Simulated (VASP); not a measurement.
# SiSn2 (P6_3/mmc) in VASP: notebook

Runs on SiSn2. Level: PBE. Tasks: single point, relaxation of cell and atoms.

Program: VASP 6.6.1. These are calculated values, not measurements. Logs are shortened: lines on timing, memory, paths and dates and some standing lists are left out, and cuts for length are marked.

## Step 1: The crystal as given

It takes space group P6_3/mmc (No. 194, hexagonal). Conventional cell: a = 3.936 Å, b = 3.936 Å, c = 11.897 Å, α = 90.00°, β = 90.00°, γ = 120.00°. Around Si (site symmetry -6m2) lie 6 Sn at 2.79 Å. Sn (site symmetry 3m) has 3 Si at 2.79 Å as nearest neighbours.

The cell was built by a generator and needn't be a form met in nature.

## Step 2: Single point, PBE

INCAR reads:

```
SYSTEM = SiSn2
PREC = Accurate
ENCUT = 520
EDIFF = 1E-6
ISMEAR = 0
SIGMA = 0.1
LREAL = .False.
LASPH = .True.
NELM = 100
ALGO = Fast
ISIF = 2
LWAVE = .False.
LCHARG = .False.
GGA = PE
NBANDS = 41
```

KPOINTS reads:

```
Automatic mesh
0
Gamma
  12 12 4
  0 0 0
```

POSCAR reads:

```
SiSn2
1.0
    3.9357606128      0.0000000000      0.0000000000
   -1.9678803064      3.4084686739      0.0000000000
    0.0000000000      0.0000000000     11.8970880638
Si Sn
2 4
Direct
    0.3333333333      0.6666666667      0.7500000000
    0.6666666667      0.3333333333      0.2500000000
    0.3333333333      0.6666666667      0.1137336421
    0.3333333333      0.6666666667      0.3862663579
    0.6666666667      0.3333333333      0.6137336421
    0.6666666667      0.3333333333      0.8862663579
```

Potentials or basis: VASP PAW PBE potentials, release 64 (Si, Sn_d).

On the command line:

```
cat potpaw_PBE.64/Si/POTCAR potpaw_PBE.64/Sn_d/POTCAR > POTCAR
mpirun -np 1 vasp_std > vasp.out
```

OUTCAR:

```text
SYSTEM = SiSn2
   PREC = Accurate
   ENCUT = 520
   EDIFF = 1E-6
   ISMEAR = 0
   LREAL = .False.
   LASPH = .True.
   NELM = 100
   ISIF = 2
   GGA = PE

 ion  position               nearest neighbor table
   1  0.333  0.667  0.750-   5 2.79   6 2.79   5 2.79   6 2.79   5 2.79   6 2.79
   2  0.667  0.333  0.250-   3 2.79   4 2.79   3 2.79   4 2.79   3 2.79   4 2.79
   3  0.333  0.667  0.114-   2 2.79   2 2.79   2 2.79   4 3.24   6 3.53   6 3.53   6 3.53
   4  0.333  0.667  0.386-   2 2.79   2 2.79   2 2.79   3 3.24   5 3.53   5 3.53   5 3.53
   5  0.667  0.333  0.614-   1 2.79   1 2.79   1 2.79   6 3.24   4 3.53   4 3.53   4 3.53
   6  0.667  0.333  0.886-   1 2.79   1 2.79   1 2.79   5 3.24   3 3.53   3 3.53   3 3.53

  LATTYP: Found a hexagonal cell.
 ALAT       =     3.9357606128
 C/A-ratio  =     3.0228180101

  Lattice vectors:

 A1 = (   3.9357606128,   0.0000000000,   0.0000000000)
 A2 = (  -1.9678803064,   3.4084686739,   0.0000000000)
 A3 = (   0.0000000000,   0.0000000000,  11.8970880638)

Analysis of symmetry for initial positions (statically):
=====================================================================
 Subroutine PRICEL returns:
 Original cell was already a primitive cell.

 Routine SETGRP: Setting up the symmetry group for a
 hexagonal supercell.

 Subroutine GETGRP returns: Found 24 space group operations
 (whereof 12 operations were pure point group operations)
 out of a pool of 24 trial point group operations.

The static configuration has the point symmetry D_3d.
 The point group associated with its full space group is D_6h.

Analysis of symmetry for dynamics (positions and initial velocities):
=====================================================================
 Subroutine PRICEL returns:
 Original cell was already a primitive cell.

 Routine SETGRP: Setting up the symmetry group for a
 hexagonal supercell.

 Subroutine GETGRP returns: Found 24 space group operations
 (whereof 12 operations were pure point group operations)
 out of a pool of 24 trial point group operations.

The dynamic configuration has the point symmetry D_3d.
 The point group associated with its full space group is D_6h.

 Subroutine INISYM returns: Found 24 space group operations
 (whereof 12 operations are pure point group operations),
 and found     1 'primitive' translations

----------------------------------------------------------------------------------------

                                     Primitive cell

  volume of cell :     159.5984

  direct lattice vectors                    reciprocal lattice vectors
     3.935760613  0.000000000  0.000000000     0.254080494  0.146693441  0.000000000
    -1.967880306  3.408468674  0.000000000     0.000000000  0.293386883  0.000000000
     0.000000000  0.000000000 11.897088064     0.000000000  0.000000000  0.084054182

  length of vectors
     3.935760613  3.935760613 11.897088064     0.293386883  0.293386883  0.084054182

  position of ions in fractional coordinates (direct lattice)
     0.333333333  0.666666667  0.750000000
     0.666666667  0.333333333  0.250000000
     0.333333333  0.666666667  0.113733642
     0.333333333  0.666666667  0.386266358
     0.666666667  0.333333333  0.613733642
     0.666666667  0.333333333  0.886266358

  ion indices of the primitive-cell ions
   primitive index   ion index
                 1           1
                 2           2
                 3           3
                 4           4
                 5           5
                 6           6

----------------------------------------------------------------------------------------

 KPOINTS: Automatic mesh

Automatic generation of k-mesh.
 Grid dimensions read from file:
 generate k-points for:   12   12    4

 Generating k-lattice:

  Cartesian coordinates                     Fractional coordinates (reciprocal lattice)
     0.021173374  0.012224453  0.000000000     0.083333333 -0.000000000  0.000000000
     0.000000000  0.024448907  0.000000000     0.000000000  0.083333333  0.000000000
     0.000000000  0.000000000  0.021013545     0.000000000  0.000000000  0.250000000

  Length of vectors
     0.024448907  0.024448907  0.021013545

  Shift w.r.t. Gamma in fractional coordinates (k-lattice)
     0.000000000  0.000000000  0.000000000

 Subroutine IBZKPT returns following result:
 ===========================================

 Found     57 irreducible k-points:

 Following reciprocal coordinates:
            Coordinates               Weight
  0.000000  0.000000  0.000000      1.000000
  0.083333  0.000000  0.000000      6.000000
  0.166667  0.000000  0.000000      6.000000
  0.250000  0.000000  0.000000      6.000000
  0.333333  0.000000  0.000000      6.000000
  0.416667 -0.000000  0.000000      6.000000
[... 16 lines left out ...]
  0.250000  0.000000  0.250000     12.000000
  0.333333  0.000000  0.250000     12.000000
 [... further k-points ...]
   k-points           NKPTS =     57   k-points in BZ     NKDIM =     57   number of bands    NBANDS=     41
   number of dos      NEDOS =    301   number of ions     NIONS =      6
   total plane-waves  NPLWV =  81000
   dimension x,y,z NGX =    30 NGY =   30 NGZ =   90
   dimension x,y,z NGXF=    60 NGYF=   60 NGZF=  180
   ions per type =               2   4
   NGX,Y,Z   is equivalent  to a cutoff of  12.67, 12.67, 12.58 a.u.
   NGXF,Y,Z  is equivalent  to a cutoff of  25.34, 25.34, 25.15 a.u.
 SYSTEM =  SiSn2
   PREC   = accura    normal or accurate (medium, high low for compatibility)
   ISTART =      0    job   : 0-new  1-cont  2-samecut
   ICHARG =      2    charge: 1-file 2-atom 10-const
   ISPIN  =      1    spin polarized calculation?
   LNONCOLLINEAR =      F non collinear calculations
   LSORBIT =      F    spin-orbit coupling
   LASPH  =      T    aspherical Exc in radial PAW
   ENCUT  =  520.0 eV  38.22 Ry    6.18 a.u.   7.32  7.32 22.12*2*pi/ulx,y,z
   NELM   =    100;   NELMIN=  2; NELMDL= -5     # of ELM steps
   EDIFF  = 0.1E-05   stopping-criterion for ELM
   LREAL  =      F    real-space projection
   EDIFFG = 0.1E-04   stopping-criterion for IOM
   NSW    =      0    number of steps for IOM
   IBRION =     -1    ionic relax: 0-MD 1-quasi-New 2-CG
   NFREE  =      0    steps in history (QN), initial steepest desc. (CG)
   ISIF   =      2    stress and relaxation
   ISYM   =      2    0-nonsym 1-usesym 2-fastsym
   POTIM  = 0.5000    time-step for ionic-motion
   TEBEG  =    0.0;   TEEND  =   0.0 temperature during run
   PSTRESS=    0.0 pullay stress
   NELECT =      64.0000    total number of electrons
   NUPDOWN=      -1.0000    fix difference up-down
   EMIN   =  10.00;   EMAX   =-10.00  energy-range for DOS
   EFERMI =   0.00;   METHOD = LEGACY
   ISMEAR =     0;   SIGMA  =   0.10  broadening in eV -4-tet -1-fermi 0-gaus
   EFERMI_NEDOS =   21; number of points for ismear=-14 and -15
   IALGO  =     68    algorithm
   IMIX   =      4    mixing-type and parameters
     AMIX     =   0.40;   BMIX     =  1.00
     AMIX_MAG =   1.60;   BMIX_MAG =  1.00
  volume/ion in A,a.u.               =      26.60       179.50
  Fermi-wavevector in a.u.,A,eV,Ry     =   1.207235  2.281344 19.829364  1.457417
  Thomas-Fermi vector in A             =   2.342879
   LORBIT       =      0    0 simple, 1 ext, 2 COOP (PROOUT), +10 PAW based schemes
   GGA     = PE    functional components
   LHFCALC =     F    Hartree Fock is set to
   AEXX    =    0.0000 exact exchange contribution
   IVDW    =     0    specifies the selected vdW correction
   LEPSILON=     F    determine dielectric tensor
   LRPA    =     F    only Hartree local field effects (RPA)
 non-spin polarized calculation
 RMM-DIIS sequential band-by-band and
 Gauss-broadening in eV      SIGMA  =   0.10
  energy-cutoff  :      520.00
  volume of cell :      159.60
 maximum number of plane-waves:      4371
 NGX is ok and might be reduce to    30
   NGX = 15   NGY = 15   NGZ = 45

 number of electron      64.0000013 magnetization

 Free energy of the ion-electron system (eV)
  ---------------------------------------------------
  ext. energy  EPLUGINS =         0.00000000
  ---------------------------------------------------
  free energy    TOTEN  =       -24.81927517 eV

  energy without entropy =      -24.80820606  energy(sigma->0) =      -24.81374062

 E-fermi :   6.6330     XC(G=0):  -9.7476

 val. band max:        6.6269412223   @ k =   0.0833   0.0000   0.2500
 cond. band min:       6.6337885548   @ k =   0.3333   0.3333   0.0000
 fundamental gap:      0.0068473325
 Fermi energy:         6.6330021787

 k-point     1 :       0.0000    0.0000    0.0000
  band No.  band energies     occupation
      1     -14.7432      2.00000
      2     -14.7318      2.00000
      3     -14.7152      2.00000
      4     -14.7152      2.00000
      5     -14.7135      2.00000
      6     -14.7135      2.00000
[... 33 lines left out ...]
     40      10.1589      0.00000
     41      10.8152      0.00000

 k-point     2 :       0.0833    0.0000    0.0000
  band No.  band energies     occupation
      1     -14.7428      2.00000
      2     -14.7313      2.00000
      3     -14.7169      2.00000
      4     -14.7152      2.00000
      5     -14.7128      2.00000
      6     -14.7121      2.00000
[... 33 lines left out ...]
     40      10.4751      0.00000
     41      10.5129      0.00000

 k-point     3 :       0.1667    0.0000    0.0000
  band No.  band energies     occupation
      1     -14.7421      2.00000
      2     -14.7301      2.00000
      3     -14.7212      2.00000
      4     -14.7170      2.00000
      5     -14.7113      2.00000
      6     -14.7067      2.00000
[... 875 lines left out ...]
      2     -14.7305      2.00000
      3     -14.7260      2.00000
      4     -14.7170      2.00000
      5     -14.7134      2.00000
      6     -14.7023      2.00000
[... 33 lines left out ...]
     40      11.5166      0.00000
     41      11.6070      0.00000

 k-point    24 :       0.3333    0.0000    0.2500
  band No.  band energies     occupation
      1     -14.7401      2.00000
      2     -14.7323      2.00000
      3     -14.7307      2.00000
      4     -14.7195      2.00000
      5     -14.7136      2.00000
      6     -14.7034      2.00000
[... 33 lines left out ...]
     40      10.6261      0.00000
     41      11.6865      0.00000

 [... further k-points ...]

------------------------ aborting loop because EDIFF is reached ----------------------------------------

  FORCE on cell =-STRESS in cart. coord.  units (eV):
  Direction    XX          YY          ZZ          XY          YZ          ZX
  --------------------------------------------------------------------------------------
  -------------------------------------------------------------------------------------
  Total       -0.1239995     -0.1239995     -0.0822185      0.0000000     -0.0000000      0.0000000
  in kB       -1.2448064     -1.2448064     -0.8253758      0.0000000     -0.0000000      0.0000000
  external PRESSURE =      -1.1049962 kB  Pullay stress =       0.0000000 kB

 VOLUME and BASIS-vectors are now :
 -----------------------------------------------------------------------------
  energy-cutoff  :      520.00
  volume of cell :      159.60
      direct lattice vectors                 reciprocal lattice vectors
     3.935760613  0.000000000  0.000000000     0.254080494  0.146693441  0.000000000
    -1.967880306  3.408468674  0.000000000     0.000000000  0.293386883  0.000000000
     0.000000000  0.000000000 11.897088064     0.000000000  0.000000000  0.084054182

 POSITION                                       TOTAL-FORCE (eV/Angst)
 -----------------------------------------------------------------------------------
     -0.00000      2.27231      8.92282        -0.000000     -0.000000     -0.000000
      1.96788      1.13616      2.97427         0.000000     -0.000000     -0.000000
     -0.00000      2.27231      1.35310        -0.000000     -0.000000     -0.003837
     -0.00000      2.27231      4.59544        -0.000000     -0.000000      0.003837
      1.96788      1.13616      7.30164         0.000000      0.000000     -0.003837
      1.96788      1.13616     10.54399         0.000000      0.000000      0.003837
 -----------------------------------------------------------------------------------
    total drift:                               -0.000000      0.000000      0.000000

  FREE ENERGIE OF THE ION-ELECTRON SYSTEM (eV)
  ---------------------------------------------------
  free  energy   TOTEN  =       -24.8192751746 eV

  energy  without entropy=      -24.8082060590  energy(sigma->0) =      -24.81374062
```

It took 5.1 min on 1 thread of Intel Xeon Platinum 8488C (Sapphire Rapids), shared host; peak memory 0.45 GiB.

Results:

```yaml
Free_energy: -24.8193 eV
Pressure: -0.1 GPa
Largest_force: 0.004 eV/Å
Band_gap_on_the_k_mesh: none (metal or under the smearing width)
```

Forces on the atoms (eV/Å):
```
Si   0.000  0.000  0.000
Si   0.000  0.000  0.000
Sn   0.000  0.000 -0.004
Sn   0.000  0.000  0.004
Sn   0.000  0.000 -0.004
Sn   0.000  0.000  0.004
```

Levels at points of the mesh, in eV from the Fermi level:
```
           k point  band 30  band 31  band 32  band 33  band 34  band 35
(0.00, 0.00, 0.00)     0.41     0.41     1.68     2.63     2.77     3.13
(0.50, 0.00, 0.00)    -1.65    -1.28    -1.26     0.16     1.07     1.38
(0.00, 0.00, 0.50)     0.28     0.90     0.90     2.83     2.83     3.36
(0.50, 0.00, 0.50)    -1.49    -1.48    -1.48     0.55     0.55     1.65
```

(Part 1 of 2 ends here.)
